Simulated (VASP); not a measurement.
# MnHg (Pm-3m) in VASP: further runs

One crystal, MnHg, is run at these levels: r2SCAN; tasks: single point.

Program: VASP 6.6.1. These are calculated values, not measurements. Logs are shortened: lines on timing, memory, paths and dates and some standing lists are left out, and cuts for length are marked.

## 1. The structure

The structure is cubic, space group Pm-3m (No. 221). The conventional cell has a = 3.315 Å, b = 3.315 Å, c = 3.315 Å, α = 90.00°, β = 90.00°, γ = 90.00°. Hg (site symmetry m-3m) is surrounded by 8 Mn at 2.87 Å. Mn (site symmetry m-3m) has 8 Hg at 2.87 Å as nearest neighbours.

## 2. Single point, r2SCAN, collinear spin, ferromagnetic start

Input file INCAR:

```
SYSTEM = MnHg
  PREC = Accurate
  ENCUT = 500
  EDIFF = 1E-6
  ISMEAR = 1
  SIGMA = 0.15
  LREAL = .FALSE.
  LASPH = .TRUE.
  NELM = 100
  ALGO = Normal
  ISIF = 2
  LWAVE = .FALSE.
  LCHARG = .FALSE.
  ISPIN = 2
  MAGMOM = 0 4
  LORBIT = 11
  LMAXMIX = 4
  METAGGA = R2SCAN
  LMIXTAU = .TRUE.
  NBANDS = 24
  ADDGRID = .FALSE.
```

Input file KPOINTS:

```
regular mesh
0
G
  4 4 4
  0 0 0
```

Input file POSCAR:

```
MnHg
1.0
    3.3150000000      0.0000000000      0.0000000000
    0.0000000000      3.3150000000      0.0000000000
    0.0000000000      0.0000000000      3.3150000000
Hg Mn
1 1
Direct
    0.0000000000      0.0000000000      0.0000000000
    0.5000000000      0.5000000000      0.5000000000
```

Potentials or basis: VASP PAW PBE potentials, release 64 (Hg, Mn_pv).

Run with:

```console
$ cat potpaw_PBE.64/Hg/POTCAR potpaw_PBE.64/Mn_pv/POTCAR > POTCAR
$ mpirun -np 1 vasp_std > vasp.out
```

OUTCAR:

```text
SYSTEM = MnHg
   PREC = Accurate
   ENCUT = 500
   EDIFF = 1E-6
   ISMEAR = 1
   LREAL = .FALSE.
   LASPH = .TRUE.
   NELM = 100
   ISIF = 2
   ISPIN = 2
   LORBIT = 11
   METAGGA = R2SCAN

 Found     10 irreducible k-points:

 Following reciprocal coordinates:
            Coordinates               Weight
  0.000000  0.000000  0.000000      1.000000
  0.250000  0.000000  0.000000      6.000000
  0.500000  0.000000  0.000000      3.000000
  0.250000  0.250000  0.000000     12.000000
  0.500000  0.250000  0.000000     12.000000
  0.500000  0.500000  0.000000      3.000000
   k-points           NKPTS =     10   k-points in BZ     NKDIM =     10   number of bands    NBANDS=     24
   number of dos      NEDOS =    301   number of ions     NIONS =      2
   total plane-waves  NPLWV =  13824
   dimension x,y,z NGX =    24 NGY =   24 NGZ =   24
   dimension x,y,z NGXF=    48 NGYF=   48 NGZF=   48
   ions per type =               1   1
   NGX,Y,Z   is equivalent  to a cutoff of  12.04, 12.04, 12.04 a.u.
   NGXF,Y,Z  is equivalent  to a cutoff of  24.07, 24.07, 24.07 a.u.
 SYSTEM =  MnHg
   PREC   = accura    normal or accurate (medium, high low for compatibility)
   ISTART =      0    job   : 0-new  1-cont  2-samecut
   ICHARG =      2    charge: 1-file 2-atom 10-const
   ISPIN  =      2    spin polarized calculation?
   LNONCOLLINEAR =      F non collinear calculations
   LSORBIT =      F    spin-orbit coupling
   LASPH  =      T    aspherical Exc in radial PAW
   ENCUT  =  500.0 eV  36.75 Ry    6.06 a.u.   6.04  6.04  6.04*2*pi/ulx,y,z
   NELM   =    100;   NELMIN=  2; NELMDL= -5     # of ELM steps
   EDIFF  = 0.1E-05   stopping-criterion for ELM
   LREAL  =      F    real-space projection
   EDIFFG = 0.1E-04   stopping-criterion for IOM
   NSW    =      0    number of steps for IOM
   IBRION =     -1    ionic relax: 0-MD 1-quasi-New 2-CG
   NFREE  =      0    steps in history (QN), initial steepest desc. (CG)
   ISIF   =      2    stress and relaxation
   ISYM   =      2    0-nonsym 1-usesym 2-fastsym
   POTIM  = 0.5000    time-step for ionic-motion
   TEBEG  =    0.0;   TEEND  =   0.0 temperature during run
   PSTRESS=    0.0 pullay stress
   NELECT =      25.0000    total number of electrons
   NUPDOWN=      -1.0000    fix difference up-down
   EMIN   =  10.00;   EMAX   =-10.00  energy-range for DOS
   EFERMI =   0.00;   METHOD = LEGACY
   ISMEAR =     1;   SIGMA  =   0.15  broadening in eV -4-tet -1-fermi 0-gaus
   EFERMI_NEDOS =   21; number of points for ismear=-14 and -15
   IALGO  =     38    algorithm
   IMIX   =      4    mixing-type and parameters
     AMIX     =   0.40;   BMIX     =  1.00
     AMIX_MAG =   1.60;   BMIX_MAG =  1.00
  volume/ion in A,a.u.               =      18.21       122.92
  Fermi-wavevector in a.u.,A,eV,Ry     =   1.444014  2.728790 28.370534  2.085175
  Thomas-Fermi vector in A             =   2.562356
   LORBIT       =     11    0 simple, 1 ext, 2 COOP (PROOUT), +10 PAW based schemes
   METAGGA = R2SCAN    functional components
   LHFCALC =     F    Hartree Fock is set to
   AEXX    =    0.0000 exact exchange contribution
   IVDW    =     0    specifies the selected vdW correction
   LEPSILON=     F    determine dielectric tensor
   LRPA    =     F    only Hartree local field effects (RPA)
 spin polarized calculation
 Methfessel and Paxton  Order N= 1 SIGMA  =   0.15
  energy-cutoff  :      500.00
  volume of cell :       36.43
 maximum number of plane-waves:       952
   NGX = 13   NGY = 13   NGZ = 13

 number of electron      24.9999960 magnetization       3.7087883

 Free energy of the ion-electron system (eV)
  ---------------------------------------------------
  ext. energy  EPLUGINS =         0.00000000
  ---------------------------------------------------
  free energy    TOTEN  =       -63.92974289 eV

  energy without entropy =      -63.93537297  energy(sigma->0) =      -63.93161959

 E-fermi :   5.7046     XC(G=0): -12.6413

 val. band max:        5.6765851999   @ k =   0.5000   0.5000   0.5000
 cond. band min:       5.8867749932   @ k =   0.5000   0.5000   0.2500
 fundamental gap:      0.2101897934
 Fermi energy:         5.7045810323

 spin component 1

 k-point     1 :       0.0000    0.0000    0.0000
  band No.  band energies     occupation
      1     -47.0283      1.00000
      2     -47.0283      1.00000
      3     -47.0283      1.00000
      4      -4.4821      1.00000
      5      -3.1860      1.00000
      6      -3.1860      1.00000
[... 16 lines left out ...]
     23      23.3462      0.00000
     24      27.2116      0.00000

 k-point     2 :       0.2500    0.0000    0.0000
  band No.  band energies     occupation
      1     -47.0365      1.00000
      2     -47.0278      1.00000
      3     -47.0278      1.00000
      4      -3.6237      1.00000
      5      -3.0374      1.00000
      6      -2.6184      1.00000
[... 16 lines left out ...]
     23      21.5626      0.00000
     24      22.1229      0.00000

 k-point     3 :       0.5000    0.0000    0.0000
  band No.  band energies     occupation
      1     -47.0447      1.00000
      2     -47.0273      1.00000
      3     -47.0273      1.00000
      4      -3.0107      1.00000
      5      -2.8765      1.00000
      6      -2.3404      1.00000
[... 16 lines left out ...]
     23      19.5688      0.00000
     24      29.4056      0.00000

 k-point     4 :       0.2500    0.2500    0.0000
  band No.  band energies     occupation
      1     -47.0360      1.00000
      2     -47.0356      1.00000
      3     -47.0272      1.00000
      4      -3.1565      1.00000
      5      -2.7944      1.00000
      6      -2.4410      1.00000
[... 16 lines left out ...]
     23      22.6775      0.00000
     24      23.3418      0.00000

 k-point     5 :       0.5000    0.2500    0.0000
  band No.  band energies     occupation
      1     -47.0437      1.00000
      2     -47.0351      1.00000
      3     -47.0266      1.00000
      4      -2.9805      1.00000
      5      -2.9463      1.00000
      6      -2.4240      1.00000
[... 16 lines left out ...]
     23      24.8947      0.00000
     24      25.2387      0.00000

 k-point     6 :       0.5000    0.5000    0.0000
  band No.  band energies     occupation
      1     -47.0428      1.00000
      2     -47.0428      1.00000
      3     -47.0260      1.00000
      4      -3.4100      1.00000
      5      -2.9649      1.00000
      6      -2.5048      1.00000
[... 16 lines left out ...]
     23      23.3610      0.00000
     24      23.9461      0.00000

 [... further k-points ...]

 spin component 2

 k-point     1 :       0.0000    0.0000    0.0000
  band No.  band energies     occupation
      1     -41.6321      1.00000
      2     -41.6321      1.00000
      3     -41.6321      1.00000
      4      -4.6718      1.00000
      5      -3.2538      1.00000
      6      -3.2538      1.00000
[... 16 lines left out ...]
     23      23.2532      0.00000
     24      28.6354      0.00000

 k-point     2 :       0.2500    0.0000    0.0000
  band No.  band energies     occupation
      1     -41.6433      1.00000
      2     -41.6313      1.00000
      3     -41.6313      1.00000
      4      -3.8346      1.00000
      5      -3.1407      1.00000
      6      -2.6591      1.00000
[... 16 lines left out ...]
     23      22.3669      0.00000
     24      23.0435      0.00000

 k-point     3 :       0.5000    0.0000    0.0000
  band No.  band energies     occupation
      1     -41.6545      1.00000
      2     -41.6306      1.00000
      3     -41.6306      1.00000
      4      -3.2606      1.00000
      5      -3.0228      1.00000
      6      -2.3873      1.00000
[... 16 lines left out ...]
     23      19.3574      0.00000
     24      29.4404      0.00000

 k-point     4 :       0.2500    0.2500    0.0000
  band No.  band energies     occupation
      1     -41.6425      1.00000
      2     -41.6418      1.00000
      3     -41.6304      1.00000
      4      -3.2952      1.00000
      5      -2.8046      1.00000
      6      -2.5267      1.00000
[... 16 lines left out ...]
     23      23.6849      0.00000
     24      23.9784      0.00000

 k-point     5 :       0.5000    0.2500    0.0000
  band No.  band energies     occupation
      1     -41.6530      1.00000
      2     -41.6411      1.00000
      3     -41.6295      1.00000
      4      -3.0799      1.00000
      5      -2.9712      1.00000
      6      -2.4153      1.00000
[... 16 lines left out ...]
     23      25.0575      0.00000
     24      26.0445      0.00000

 k-point     6 :       0.5000    0.5000    0.0000
  band No.  band energies     occupation
      1     -41.6516      1.00000
      2     -41.6516      1.00000
      3     -41.6285      1.00000
      4      -3.3868      1.00000
      5      -3.0399      1.00000
      6      -2.4434      1.00000
[... 16 lines left out ...]
     23      23.9748      0.00000
     24      24.2750      0.00000

 [... further k-points ...]
[... 5 lines left out ...]
  --------------------------------------------------------------------------------------
  -------------------------------------------------------------------------------------
  Total       -0.3907504     -0.3907504     -0.3907504     -0.0000000     -0.0000000     -0.0000000
  in kB      -17.1853908    -17.1853908    -17.1853908     -0.0000000     -0.0000000     -0.0000000
  external PRESSURE =     -17.1853908 kB  Pullay stress =       0.0000000 kB

 VOLUME and BASIS-vectors are now :
 -----------------------------------------------------------------------------
  energy-cutoff  :      500.00
  volume of cell :       36.43
      direct lattice vectors                 reciprocal lattice vectors
     3.315000000  0.000000000  0.000000000     0.301659125  0.000000000  0.000000000
     0.000000000  3.315000000  0.000000000     0.000000000  0.301659125  0.000000000
     0.000000000  0.000000000  3.315000000     0.000000000  0.000000000  0.301659125

 POSITION                                       TOTAL-FORCE (eV/Angst)
 -----------------------------------------------------------------------------------
      0.00000      0.00000      0.00000         0.000000      0.000000      0.000000
      1.65750      1.65750      1.65750         0.000000      0.000000      0.000000
 -----------------------------------------------------------------------------------
    total drift:                                0.000000      0.000000     -0.000000

  FREE ENERGIE OF THE ION-ELECTRON SYSTEM (eV)
  ---------------------------------------------------
  free  energy   TOTEN  =       -63.9297428936 eV

  energy  without entropy=      -63.9353729684  energy(sigma->0) =      -63.93161959

 total charge

# of ion       s       p       d       tot
------------------------------------------
    1        0.810   0.543   9.250  10.604
    2        0.259   6.168   4.979  11.406
--------------------------------------------------
tot          1.070   6.711  14.229  22.010

 magnetization (x)

# of ion       s       p       d       tot
------------------------------------------
    1       -0.080  -0.124   0.037  -0.167
    2        0.025  -0.001   3.866   3.889
--------------------------------------------------
tot         -0.056  -0.125   3.903   3.722
```

It took 42 s on 1 thread of Intel Xeon Platinum 8259CL at 2.50GHz (Skylake/Cascade Lake), shared host; peak memory 0.16 GiB.

These settings aren't checked as converged: the numbers below hold their error.

What came out:

* Free energy: -63.9297 eV
* Pressure: -1.7 GPa
* Band gap on the k mesh: none (metal or under the smearing width)
* Net moment: 3.71 μB per cell
* Site moments: Hg -0.17; Mn +3.89 μB
* Valence electrons inside the program's atomic spheres: Hg 10.60; Mn 11.41

Caveat: the k mesh is coarse (spacing up to 0.47 Å⁻¹), so the values aren't converged; the PAW data sets were made with another functional, which shifts forces and pressure a little.

## 3. Single point, r2SCAN, collinear spin, ferromagnetic start

INCAR is that of step 2.

KPOINTS is that of step 2.

Input file POSCAR:

```
MnHg
1.0
    3.3150000000      0.0000000000      0.0000000000
    0.0000000000      3.3150000000      0.0000000000
    0.0000000000      0.0000000000      3.3150000000
Hg Mn
1 1
Direct
   -0.0058010000      0.0109980000     -0.0122330000
    0.5154140000      0.4990250000      0.4770600000
```

Potentials or basis: VASP PAW PBE potentials, release 64 (Hg, Mn_pv).

Run with:

```console
$ cat potpaw_PBE.64/Hg/POTCAR potpaw_PBE.64/Mn_pv/POTCAR > POTCAR
$ mpirun -np 1 vasp_std > vasp.out
```

Run time: 1.9 min. Hardware: 1 thread of Intel Xeon Platinum 8259CL at 2.50GHz (Skylake/Cascade Lake), shared host; peak memory 0.19 GiB.

These settings aren't checked as converged: the numbers below hold their error.

What came out:

```
Free energy                                           : -63.9182 eV
Pressure                                              : -1.6 GPa
Largest force                                         : 0.248 eV/Å
Band gap on the k mesh                                : none (metal or under the smearing width)
Net moment                                            : 3.71 μB per cell
Site moments                                          : Hg -0.16; Mn +3.89 μB
Valence electrons inside the program's atomic spheres : Hg 10.61; Mn 11.41
```

Caveat: the k mesh is coarse (spacing up to 0.47 Å⁻¹), so the values aren't converged; the PAW data sets were made with another functional, which shifts forces and pressure a little.

## 4. Single point, r2SCAN, collinear spin, ferromagnetic start

Edit INCAR of step 3 so:

```diff
@@ -2,3 +2,3 @@
   PREC = Accurate
-  ENCUT = 500
+  ENCUT = 600
   EDIFF = 1E-6
```

KPOINTS is that of step 3.

Input file POSCAR:

```
MnHg
1.0
    3.3150000000      0.0000000000      0.0000000000
    0.0000000000      3.3150000000      0.0000000000
    0.0000000000      0.0000000000      3.3150000000
Hg Mn
1 1
Direct
    0.0000000000      0.0000000000      0.0000000000
    0.5000000000      0.5000000000      0.5000000000
```

Run with:

```console
$ cat potpaw_PBE.64/Hg/POTCAR potpaw_PBE.64/Mn_pv/POTCAR > POTCAR
$ mpirun -np 1 vasp_std > vasp.out
```

Wall time 82 s (1 thread of Intel Xeon Platinum 8259CL at 2.50GHz (Skylake/Cascade Lake), shared host); peak memory 0.19 GiB.

These settings aren't checked as converged: the numbers below hold their error.

Results:

- Free energy: -63.9299 eV
- Pressure: -1.7 GPa
- Band gap on the k mesh: none (metal or under the smearing width)
- Net moment: 3.71 μB per cell
- Site moments: Hg -0.17; Mn +3.89 μB
- Valence electrons inside the program's atomic spheres: Hg 10.61; Mn 11.41

Caveat: the k mesh is coarse (spacing up to 0.47 Å⁻¹), so the values aren't converged; the PAW data sets were made with another functional, which shifts forces and pressure a little.
